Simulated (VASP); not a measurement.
Output of a VASP run:

### OUTCAR
```
 ion  position               nearest neighbor table
   1  0.000  0.000  0.000-   2 2.52   3 2.52   2 2.52   3 2.52   3 2.52   3 2.52   2 2.52   2 2.52
                             3 2.52   3 2.52   2 2.52   2 2.52
   2  0.333  0.667  0.500-   3 1.81   3 1.81   3 1.81   1 2.52   1 2.52   1 2.52   1 2.52   1 2.52
                             1 2.52
   3  0.667  0.333  0.500-   2 1.81   2 1.81   2 1.81   1 2.52   1 2.52   1 2.52   1 2.52   1 2.52
                             1 2.52
  LATTYP: Found a hexagonal cell.
 ALAT       =     3.1413908604
 C/A-ratio  =     1.1114165690
 Subroutine PRICEL returns:
 Original cell was already a primitive cell.
 Subroutine GETGRP returns: Found 24 space group operations
The static configuration has the point symmetry D_6h.
The dynamic configuration has the point symmetry D_6h.
 Subroutine INISYM returns: Found 24 space group operations
 Subroutine IBZKPT returns following result:
 Found    126 irreducible k-points:

 Following reciprocal coordinates:
            Coordinates               Weight
  0.000000  0.000000  0.000000      1.000000
  0.076923 -0.000000  0.000000      6.000000
  0.153846  0.000000  0.000000      6.000000
  0.230769 -0.000000  0.000000      6.000000
  0.307692  0.000000  0.000000      6.000000
  0.384615  0.000000  0.000000      6.000000
  0.461538  0.000000  0.000000      6.000000
  0.076923  0.076923  0.000000      6.000000
  0.153846  0.076923  0.000000     12.000000
  0.230769  0.076923  0.000000     12.000000
  0.307692  0.076923  0.000000     12.000000
  0.384615  0.076923  0.000000     12.000000
  0.461538  0.076923  0.000000      6.000000
  0.153846  0.153846  0.000000      6.000000
  0.230769  0.153846  0.000000     12.000000
  0.307692  0.153846  0.000000     12.000000
  0.384615  0.153846  0.000000     12.000000
  0.230769  0.230769  0.000000      6.000000
  0.307692  0.230769  0.000000     12.000000
  0.384615  0.230769  0.000000      6.000000
  0.307692  0.307692  0.000000      6.000000
  0.000000  0.000000  0.100000      2.000000
  0.076923 -0.000000  0.100000     12.000000
  0.153846  0.000000  0.100000     12.000000
  0.230769 -0.000000  0.100000     12.000000
  0.307692  0.000000  0.100000     12.000000
  0.384615  0.000000  0.100000     12.000000
  0.461538  0.000000  0.100000     12.000000
  0.076923  0.076923  0.100000     12.000000
  0.153846  0.076923  0.100000     24.000000
  0.230769  0.076923  0.100000     24.000000
  0.307692  0.076923  0.100000     24.000000
  0.384615  0.076923  0.100000     24.000000
  0.461538  0.076923  0.100000     12.000000
  0.153846  0.153846  0.100000     12.000000
  0.230769  0.153846  0.100000     24.000000
  0.307692  0.153846  0.100000     24.000000
  0.384615  0.153846  0.100000     24.000000
  0.230769  0.230769  0.100000     12.000000
  0.307692  0.230769  0.100000     24.000000
   k-points           NKPTS =    126   k-points in BZ     NKDIM =    126   number of bands    NBANDS=     12
   number of dos      NEDOS =    601   number of ions     NIONS =      3
   total plane-waves  NPLWV =  16128
   dimension x,y,z NGX =    24 NGY =   24 NGZ =   28
   dimension x,y,z NGXF=    48 NGYF=   48 NGZF=   56
   ions per type =               1   2
   PREC   = accura    normal or accurate (medium, high low for compatibility)
   ISTART =      0    job   : 0-new  1-cont  2-samecut
   ICHARG =      2    charge: 1-file 2-atom 10-const
   ISPIN  =      1    spin polarized calculation?
   LNONCOLLINEAR =      F non collinear calculations
   LSORBIT =      F    spin-orbit coupling
   INIWAV =      1    electr: 0-lowe 1-rand  2-diag
   ENCUT  =  520.0 eV  38.22 Ry    6.18 a.u.   5.84  5.84  6.49*2*pi/ulx,y,z
   NELM   =    100;   NELMIN=  2; NELMDL= -5     # of ELM steps
   EDIFF  = 0.1E-06   stopping-criterion for ELM
   LREAL  =      F    real-space projection
   NLSPLINE    = F    spline interpolate recip. space projectors
   LMAXMIX     =    6 max onsite mixed and CHGCAR
...
```

### OSZICAR
```
       N       E                     dE             d eps       ncg     rms          rms(c)
DAV:   1     0.282338094312E+02    0.28234E+02   -0.84289E+03  3024   0.126E+03
DAV:   2    -0.270032299122E+02   -0.55237E+02   -0.51915E+02  3772   0.238E+02
DAV:   3    -0.287709601075E+02   -0.17677E+01   -0.17272E+01  4028   0.324E+01
DAV:   4    -0.287853829539E+02   -0.14423E-01   -0.14526E-01  3640   0.313E+00
DAV:   5    -0.287855244068E+02   -0.14145E-03   -0.14413E-03  3892   0.261E-01    0.520E+01
DAV:   6    -0.265129287650E+02    0.22726E+01   -0.52875E+00  3616   0.150E+01    0.382E+01
DAV:   7    -0.264637446981E+02    0.49184E-01   -0.15755E+00  3820   0.871E+00    0.119E+01
DAV:   8    -0.264041900032E+02    0.59555E-01   -0.43852E-01  3620   0.464E+00    0.179E+00
DAV:   9    -0.263996123312E+02    0.45777E-02   -0.31462E-02  3512   0.137E+00    0.270E-01
DAV:  10    -0.263996129248E+02   -0.59356E-06   -0.93576E-04  3720   0.256E-01    0.343E-01
DAV:  11    -0.263996364927E+02   -0.23568E-04   -0.10591E-04  3712   0.818E-02    0.172E-01
DAV:  12    -0.263996243278E+02    0.12165E-04   -0.11257E-05  3748   0.289E-02    0.206E-02
DAV:  13    -0.263996249082E+02   -0.58041E-06   -0.42770E-07  3628   0.657E-03    0.532E-03
DAV:  14    -0.263996250014E+02   -0.93199E-07   -0.69851E-09  2172   0.769E-04
   1 F= -.26399625E+02 E0= -.26399625E+02  d E =0.000000E+00
```

File OUTCAR:
```
------------------------ aborting loop because EDIFF is reached ----------------------------------------
  FORCE on cell =-STRESS in cart. coord.  units (eV):
  Direction    XX          YY          ZZ          XY          YZ          ZX
  --------------------------------------------------------------------------------------
  Total        0.0356642      0.0356642     -0.0913907      0.0000000      0.0000000     -0.0000000
  in kB        1.9150061      1.9150064     -4.9072604      0.0000000      0.0000000     -0.0000000
  external PRESSURE =      -0.3590826 kB  Pullay stress =       0.0000000 kB
  volume of cell :       29.84
      direct lattice vectors                 reciprocal lattice vectors
     1.570695330 -2.720524346  0.000000000     0.318330354 -0.183788100  0.000000000
     1.570695330  2.720524346  0.000000000     0.318330354  0.183788100  0.000000000
     0.000000000  0.000000000  3.491393852     0.000000000  0.000000000  0.286418560
 POSITION                                       TOTAL-FORCE (eV/Angst)
 -----------------------------------------------------------------------------------
      0.00000      0.00000      0.00000         0.000000      0.000000      0.000000
      1.57070      0.90684      1.74570        -0.000000     -0.000000     -0.000000
      1.57070     -0.90684      1.74570        -0.000000      0.000000      0.000000
 -----------------------------------------------------------------------------------
    total drift:                                0.000000     -0.000000      0.000000
  FREE ENERGIE OF THE ION-ELECTRON SYSTEM (eV)
  ---------------------------------------------------
  free  energy   TOTEN  =       -26.3996250014 eV

  energy  without entropy=      -26.3996250014  energy(sigma->0) =      -26.39962500

 total charge

# of ion       s       p       d       tot
------------------------------------------
    1        0.297   6.575   1.831   8.702
    2        0.663   1.273   0.000   1.936
    3        0.663   1.273   0.000   1.936
--------------------------------------------------
tot          1.623   9.121   1.831  12.574

 Electric field gradients after diagonalization (V/A^2)
 (convention: |V_zz| > |V_xx| > |V_yy|)
----------------------------------------------------------------------
 ion       V_xx      V_yy      V_zz     asymmetry (V_yy - V_xx)/ V_zz
----------------------------------------------------------------------
   1     -38.913   -38.908    77.820       0.000
   2      -0.876    -0.875     1.751       0.000
   3      -0.876    -0.875     1.751       0.000
```
(Selected blocks of OUTCAR.)

**POSCAR**
```
HfB2
1
    1.5706953296    -2.7205243464     0.0000000000
    1.5706953296     2.7205243464     0.0000000000
    0.0000000000     0.0000000000     3.4913938521
Hf B
1 2
Direct
  0.0000000000   1.0000000000   0.0000000000
  0.3333330000   0.6666670000   0.5000000000
  0.6666670000   0.3333330000   0.5000000000
```

Question: Reconstruct the remaining input files.

Answer: One answer among several that fit: the input of the run itself, PBE GGA, plane waves, VASP's PBE PAW potentials (set 64).

### INCAR
```
SYSTEM  =  HfB2
PREC  =  Accurate; ENCUT  =  520; LREAL  =  .FALSE.
LASPH  =  .TRUE.
EDIFF  =  1E-7; NELM  =  100; ALGO  =  Normal
LMAXMIX  =  6
ISMEAR  =  -5
GGA  =  PE
ISIF  =  2
LWAVE  =  .FALSE.; LCHARG  =  .TRUE.; LORBIT  =  11
NEDOS  =  601
LEFG  =  .TRUE.
```

File KPOINTS:
```
Automatic mesh
0
Gamma
13 13 10
0 0 0
```

POTCAR, in this order: Hf_pv B (PBE.64 set). Program: vasp_std.

For a metal the tetrahedron method with Blöchl corrections gives inexact stress and forces.

The compound is HfB2 in the AlB2 type structure. It was relaxed first.
